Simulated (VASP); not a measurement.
Input for VASP

INCAR:
```
! general
SYSTEM  = WS2
PREC    = Accurate
ENCUT   = 300
LREAL   = .FALSE.
LASPH   = .TRUE.

! electronic loop
EDIFF   = 1E-6
NELM    = 100
ALGO    = Normal
LMAXMIX = 6

! smearing
ISMEAR  = -1
SIGMA   = 0.05

! functional
GGA     = PS

! ions
ISIF    = 2

! output
LWAVE   = .FALSE.
LCHARG  = .FALSE.
```

File POSCAR:
```
WS2
12.320
  0.1278409091  -0.2214269481   0.0000000000
  0.1278409091   0.2214269481   0.0000000000
  0.0000000000   0.0000000000   1.0000000000
W S
2 4
Cartesian
  0.1278409091   0.0738091303   0.2500000000
  0.1278409091  -0.0738091303   0.7500000000
  0.1278409091   0.0738091303   0.8780000000
  0.1278409091  -0.0738091303   0.3780000000
  0.1278409091  -0.0738091303   0.1220000000
  0.1278409091   0.0738091303   0.6220000000
```

KPOINTS:
```
Automatic mesh
0
gamma
  6 6 2
0 0 0
```

POTCAR, in this order: W_sv S (PBE.64 set). Program: vasp_std.

### Question
Write an equivalent input for Quantum ESPRESSO's pw.x.

### Answer
One equivalent input (not run):
```
&CONTROL
  calculation = 'scf'
  pseudo_dir = './pseudo'
  outdir = './out'
  tprnfor = .true.
  tstress = .true.
/
&SYSTEM
  ibrav = 0
  nat = 6
  ntyp = 2
  ecutwfc = 74
  occupations = 'smearing'
  smearing = 'fermi-dirac'
  degauss = 0.003675
  input_dft = 'pbesol'
/
&ELECTRONS
  conv_thr = 7.3e-08
  electron_maxstep = 100
/
ATOMIC_SPECIES
  W 183.840 W.upf
  S 32.060 S.upf
CELL_PARAMETERS angstrom
     1.5750000   -2.7279800    0.0000000
     1.5750000    2.7279800    0.0000000
     0.0000000    0.0000000   12.3200000
ATOMIC_POSITIONS crystal
  W    0.3333330  0.6666670  0.2500000
  W    0.6666670  0.3333330  0.7500000
  S    0.3333330  0.6666670  0.8780000
  S    0.6666670  0.3333330  0.3780000
  S    0.6666670  0.3333330  0.1220000
  S    0.3333330  0.6666670  0.6220000
K_POINTS automatic
  6 6 2 0 0 0
```
What does not carry over: the potentials are each code's own (VASP's PAW set, PseudoDojo norm-conserving files in pw.x), so ENCUT and ecutwfc are chosen apart and not converted; conv_thr bounds pw.x's estimated SCF error, while EDIFF bounds the energy change between steps.

The structure is a typed WS2 crystal. The cell was not relaxed at this level. The run is one of a series of settings (GGA = PS, POTCAR W_sv S (PBE.64 set) against the base run), some of them coarse on purpose.
